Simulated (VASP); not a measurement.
OSZICAR of a VASP run on GaSb (zinc blende):

**OSZICAR**
```
       N       E                     dE             d eps       ncg     rms          rms(c)
DAV:   1     0.703638187012E+02    0.70364E+02   -0.78023E+03  2608   0.146E+03
DAV:   2    -0.233611020092E+01   -0.72700E+02   -0.70822E+02  2830   0.275E+02
DAV:   3    -0.731486912869E+01   -0.49788E+01   -0.49258E+01  3330   0.672E+01
DAV:   4    -0.739756147834E+01   -0.82692E-01   -0.82664E-01  3047   0.977E+00
DAV:   5    -0.739966999035E+01   -0.21085E-02   -0.21085E-02  3358   0.132E+00    0.305E+00
DAV:   6    -0.735902157945E+01    0.40648E-01   -0.72411E-02  3488   0.465E+00    0.183E+00
DAV:   7    -0.734795566207E+01    0.11066E-01   -0.41323E-02  2988   0.187E+00    0.346E-01
DAV:   8    -0.734890711678E+01   -0.95145E-03   -0.48573E-03  3158   0.952E-01    0.720E-02
DAV:   9    -0.734938670695E+01   -0.47959E-03   -0.70136E-04  2810   0.243E-01    0.328E-02
DAV:  10    -0.734944809366E+01   -0.61387E-04   -0.69677E-05  3130   0.559E-02    0.101E-02
DAV:  11    -0.734946505996E+01   -0.16966E-04   -0.28045E-05  2700   0.458E-02    0.407E-03
DAV:  12    -0.734946627801E+01   -0.12180E-05   -0.18684E-06  3072   0.102E-02    0.150E-03
DAV:  13    -0.734946602970E+01    0.24831E-06   -0.86057E-08  1420   0.286E-03
   1 F= -.73494660E+01 E0= -.73494606E+01  d E =-.108708E-04
```

Which electronic solver shows in the log?

It is blocked Davidson (ALGO = Normal, or the opening steps of other solvers). The INCAR had ALGO = Normal.

Can the final energy be trusted as converged?

The calculation finished and met its thresholds. It stopped with EDIFF = 1E-6, NELM = 100 (PBE GGA, plane waves, VASP's PBE PAW potentials (set 64)).

The compound is GaSb in the zinc blende structure. The cell was not relaxed at this level, atoms are displaced from their ideal sites. The run is one of a series of settings (ADDGRID = .TRUE. against the base run), some of them coarse on purpose.
